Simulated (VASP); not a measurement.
Data:

```
CELL_PARAMETERS angstrom
      3.93378     0.00000     0.00000
      0.00000     3.93378     0.00000
      0.00000     0.00000     3.93378
ATOMIC_POSITIONS crystal
  Ti 0.00000 0.00000 0.00000
  Pt 0.00000 0.50000 0.50000
  Pt 0.50000 0.00000 0.50000
  Pt 0.50000 0.50000 0.00000
```

Calculation: MS2 meta-GGA, VASP's PBE PAW potentials (set 64) (plane waves; VASP). Numerical set-up: 520 eV cut-off, 8×8×8 Γ-centred mesh, first-order Methfessel-Paxton smearing of 0.10 eV, potentials Ti_sv Pt.

Unless said otherwise, spin-orbit coupling is left out, though it shifts the bands of the heavy elements here.

Problem. Estimate the energy per atom (σ→0), pressure, band gap (on the k-mesh) with the smallest direct gap where there is one.

Solution. 
| Item | Value |
|---|---|
| band gap (on the k-mesh) | none (metal, semimetal or under 0.01 eV) |
| energy per atom (σ→0) | 4.988 eV/atom |
| pressure | -7.50 GPa |

The absolute energy has meaning only against runs of the same code, potentials and settings.

The compound is Pt3Ti in the L1_2 structure. This cell is one point of a volume scan, at 1.03 of the reference volume.
